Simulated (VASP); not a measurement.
Here is the system:

```xyz
2
Lattice="3.2110 0.0000 0.0000 0.0000 3.3211 0.0000 0.0000 0.0000 3.2533" Properties=species:S:1:pos:R:3 pbc="T T T"
In     1.6055     1.6605     1.6266
Pd     0.0685     0.0000     0.0000
```

The numbers are results of revPBE GGA, VASP's PBE PAW potentials (set 64) (plane waves; VASP), not measurements. Settings: 400 eV cut-off, 10×10×10 Γ-centred mesh, first-order Methfessel-Paxton smearing of 0.10 eV, potentials In_d Pd.

Unless said otherwise, spin-orbit coupling is left out, though it shifts the bands of the heavy elements here.

Question: What does the run give for the energy per atom (σ→0), pressure, largest force, band gap (on the k-mesh) with the smallest direct gap where there is one?

Answer: 
- band gap (on the k-mesh) = none (metal, semimetal or under 0.01 eV)
- energy per atom (σ→0) = -3.942 eV/atom
- pressure = 7.78 GPa
- largest force = 0.302 eV/Å

The absolute energy has meaning only against runs of the same code, potentials and settings.

The compound is PdIn in the CsCl type structure. The cell was not relaxed at this level, atoms are displaced from their ideal sites. The run is one of a series of settings (GGA = RE against the base run), some of them coarse on purpose. The electron count is odd and the run is not spin-polarised, which forces a metal.
